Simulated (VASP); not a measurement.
OSZICAR of a VASP run on FeAl (CsCl type):

**OSZICAR**
```
       N       E                     dE             d eps       ncg     rms          rms(c)
DAV:   1     0.317828226826E+02    0.31783E+02   -0.50804E+03  1512   0.127E+03
DAV:   2    -0.149303826992E+02   -0.46713E+02   -0.45164E+02  1520   0.185E+02
DAV:   3    -0.161594046085E+02   -0.12290E+01   -0.12050E+01  1854   0.411E+01
DAV:   4    -0.161796501650E+02   -0.20246E-01   -0.20229E-01  1998   0.470E+00
DAV:   5    -0.161800230875E+02   -0.37292E-03   -0.37290E-03  1846   0.521E-01    0.147E+01
DAV:   6    -0.173003224946E+02   -0.11203E+01   -0.60845E+01  1708   0.135E+02    0.149E+01
DAV:   7    -0.143489784219E+02    0.29513E+01   -0.28370E+01  1720   0.831E+01    0.256E+00
DAV:   8    -0.142956908696E+02    0.53288E-01   -0.21949E-01  1892   0.661E+00    0.125E+00
DAV:   9    -0.142788261539E+02    0.16865E-01   -0.34480E-02  1995   0.275E+00    0.299E-01
DAV:  10    -0.142785140204E+02    0.31213E-03   -0.54966E-04  1866   0.367E-01    0.165E-01
DAV:  11    -0.142784840570E+02    0.29963E-04   -0.25739E-05  1712   0.441E-02    0.110E-02
DAV:  12    -0.142784836212E+02    0.43581E-06   -0.12334E-06  1140   0.170E-02
   1 F= -.11617265E+02 E0= -.11617173E+02  d E =-.116173E+02
       N       E                     dE             d eps       ncg     rms          rms(c)
DAV:   1    -0.150905062015E+02   -0.81202E+00   -0.22041E+01  1593   0.993E+01    0.107E+01
DAV:   2    -0.153419828629E+02   -0.25148E+00   -0.29704E+01  1698   0.996E+01    0.947E+00
DAV:   3    -0.140189923169E+02    0.13230E+01   -0.11604E+01  1675   0.589E+01    0.161E+00
DAV:   4    -0.139958382191E+02    0.23154E-01   -0.91906E-02  1914   0.405E+00    0.820E-01
DAV:   5    -0.139877264025E+02    0.81118E-02   -0.16968E-02  2012   0.166E+00    0.173E-01
DAV:   6    -0.139876987723E+02    0.27630E-04   -0.44139E-04  1727   0.341E-01    0.637E-02
DAV:   7    -0.139877105298E+02   -0.11758E-04   -0.18980E-05  2075   0.637E-02    0.598E-03
DAV:   8    -0.139877105177E+02    0.12099E-07   -0.26350E-07   841   0.776E-03
   2 F= -.11573143E+02 E0= -.11573188E+02  d E =0.441227E-01
       N       E                     dE             d eps       ncg     rms          rms(c)
DAV:   1    -0.146507871471E+02   -0.66308E+00   -0.89931E+00  1578   0.652E+01    0.616E+00
DAV:   2    -0.148989919403E+02   -0.24820E+00   -0.14666E+01  1890   0.664E+01    0.691E+00
DAV:   3    -0.142166672093E+02    0.68232E+00   -0.45568E+00  1795   0.387E+01    0.971E-01
DAV:   4    -0.142110626940E+02    0.56045E-02   -0.15794E-02  1566   0.134E+00    0.625E-01
DAV:   5    -0.142077094810E+02    0.33532E-02   -0.68240E-03  2075   0.100E+00    0.761E-02
DAV:   6    -0.142077350819E+02   -0.25601E-04   -0.82923E-05  1612   0.112E-01    0.257E-02
DAV:   7    -0.142077315229E+02    0.35590E-05   -0.15826E-05  1924   0.666E-02    0.236E-03
DAV:   8    -0.142077315256E+02   -0.27046E-08   -0.19388E-07   790   0.898E-03
   3 F= -.11642386E+02 E0= -.11642339E+02  d E =-.251210E-01
```

### Question
Which electronic solver shows in the log?

### Answer
It is blocked Davidson (ALGO = Normal, or the opening steps of other solvers). The INCAR had ALGO = Normal.

### Question
How was spin treated?

### Answer
Without spin polarisation: there is no mag entry.

### Question
Can the final energy be trusted as converged?

### Answer
Self-consistency was reached. It stopped with EDIFF = 1E-6, NELM = 100, NSW = 40 and EDIFFG = -0.02 after 3 ionic steps (LDA (Ceperley-Alder, Perdew-Zunger), plane waves, VASP's LDA PAW potentials (set 64)). Energy and stress use the plane-wave basis of the starting cell.

The compound is FeAl in the CsCl type structure. This run relaxes it under an external pressure of 20 GPa. Symmetry was kept, so distortions that lower it aren't found. The run is not spin-polarised, so no magnetic state was tried. The electron count is odd and the run is not spin-polarised, which forces a metal.
